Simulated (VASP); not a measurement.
Method: PBE GGA, VASP's PBE PAW potentials (set 64) (plane waves; VASP 6.6.1).

Input for VASP

INCAR:
```
ALGO = Normal
EDIFF = 1E-7
ENCUT = 480
GGA = PE
ISIF = 2
ISMEAR = 0
LASPH = .TRUE.
LCHARG = .FALSE.
LMAXMIX = 4
LREAL = .FALSE.
LWAVE = .FALSE.
NELM = 100
PREC = Accurate
SIGMA = 0.05
SYSTEM = CdSe
```

### KPOINTS
```
Automatic mesh
0
Gamma
6 6 4
0 0 0
```

File POSCAR:
```
CdSe
1.0
  2.1812518077  -3.7780387061   0.0000000000
  2.1812518077   3.7780387061   0.0000000000
  0.0000000000   0.0000000000   7.1017611063
Cd Se
2 2
Cartesian
  2.1812518077  -1.2593487541   3.5516082756
  2.1812518077   1.2593487541   0.0007277224
  2.1812518077  -1.2593487541   6.2204150067
  2.1812518077   1.2593487541   2.6695344535
```

POTCAR, in this order: Cd Se (PBE.64 set). Program: vasp_std.

Output of the run:

### OSZICAR
```
       N       E                     dE             d eps       ncg     rms          rms(c)
DAV:   1     0.231085417556E+03    0.23109E+03   -0.16470E+04   924   0.137E+03
DAV:   2     0.547904925640E+00   -0.23054E+03   -0.22571E+03  1056   0.336E+02
DAV:   3    -0.116437551346E+02   -0.12192E+02   -0.12158E+02  1110   0.779E+01
DAV:   4    -0.117460142202E+02   -0.10226E+00   -0.10224E+00  1002   0.702E+00
DAV:   5    -0.117469233247E+02   -0.90910E-03   -0.90907E-03  1080   0.604E-01    0.844E+00
DAV:   6    -0.110146592572E+02    0.73226E+00   -0.16696E+00  1068   0.126E+01    0.662E+00
DAV:   7    -0.109837825172E+02    0.30877E-01   -0.58679E-01  1032   0.422E+00    0.262E+00
DAV:   8    -0.109822962275E+02    0.14863E-02   -0.64403E-02   990   0.279E+00    0.369E-01
DAV:   9    -0.109821484479E+02    0.14778E-03   -0.97712E-03  1050   0.125E+00    0.122E-01
DAV:  10    -0.109822801413E+02   -0.13169E-03   -0.10121E-03  1026   0.384E-01    0.773E-02
DAV:  11    -0.109824002855E+02   -0.12014E-03   -0.29530E-04   960   0.118E-01    0.222E-02
DAV:  12    -0.109823759387E+02    0.24347E-04   -0.12324E-04  1152   0.115E-01    0.790E-03
DAV:  13    -0.109823793653E+02   -0.34266E-05   -0.17364E-05   972   0.268E-02    0.803E-03
DAV:  14    -0.109823790512E+02    0.31414E-06   -0.12121E-06  1122   0.651E-03    0.407E-03
DAV:  15    -0.109823793866E+02   -0.33543E-06   -0.18257E-07   804   0.246E-03    0.605E-04
DAV:  16    -0.109823794028E+02   -0.16160E-07   -0.37843E-08   674   0.104E-03
   1 F= -.10982379E+02 E0= -.10982379E+02  d E =-.512066E-15
```

### OUTCAR
```
------------------------ aborting loop because EDIFF is reached ----------------------------------------
  FORCE on cell =-STRESS in cart. coord.  units (eV):
  Direction    XX          YY          ZZ          XY          YZ          ZX
  --------------------------------------------------------------------------------------
  Total        0.7006940      0.7006939      0.8415488      0.0000000      0.0000000      0.0000000
  in kB        9.5911505      9.5911492     11.5191818      0.0000000      0.0000000      0.0000000
  external PRESSURE =      10.2338271 kB  Pullay stress =       0.0000000 kB
  volume of cell :      117.05
      direct lattice vectors                 reciprocal lattice vectors
     2.181251808 -3.778038706  0.000000000     0.229226171 -0.132343800  0.000000000
     2.181251808  3.778038706  0.000000000     0.229226171  0.132343800  0.000000000
     0.000000000  0.000000000  7.101761106     0.000000000  0.000000000  0.140810143
  FREE ENERGIE OF THE ION-ELECTRON SYSTEM (eV)
  ---------------------------------------------------
  free  energy   TOTEN  =       -10.9823794028 eV

  energy  without entropy=      -10.9823794028  energy(sigma->0) =      -10.98237940
```
(Selected blocks of OUTCAR.)

The compound is CdSe in the wurtzite structure. This cell was strained or had an atom moved on purpose.
